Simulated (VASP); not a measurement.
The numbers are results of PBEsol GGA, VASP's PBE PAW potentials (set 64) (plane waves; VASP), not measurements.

The input files of a VASP run:

POSCAR:
```
SrO
1
    0.0000000000     2.4899701835     2.4899701835
    2.4899701835     0.0000000000     2.4899701835
    2.4899701835     2.4899701835     0.0000000000
Sr O
1 1
Direct
  0.0000000000   0.0000000000   0.0000000000
  0.5000000000   0.5000000000   0.5000000000
```

### INCAR
```
! general
SYSTEM  = SrO
PREC    = Accurate
ENCUT   = 600
LREAL   = .FALSE.
LASPH   = .TRUE.

! electronic loop
EDIFF   = 1E-7
NELM    = 100
ALGO    = Normal
LMAXMIX = 4

! smearing
ISMEAR  = 0
SIGMA   = 0.05

! functional
GGA     = PS

! ions
ISIF    = 2

! output
LWAVE   = .FALSE.
LCHARG  = .FALSE.
```

File KPOINTS:
```
Automatic mesh
0
G
  8 8 8
```

POTCAR, in this order: Sr_sv O (PBE.64 set). Program: vasp_std.

Question: What will the output report for the number of irreducible k-points (NKPTS), number of bands (NBANDS), largest plane-wave count, number of space-group operations, FFT grid (NGX, NGY, NGZ)?

Answer: 
```json
{
  "number of irreducible k-points (NKPTS)": "29",
  "number of bands (NBANDS)": "12",
  "largest_plane_wave_count": "1056",
  "number_of_space_group_operations": "48",
  "FFT grid (NGX, NGY, NGZ)": "28 × 28 × 28"
}
```

The compound is SrO in the rock salt structure. This cell was strained or had an atom moved on purpose.
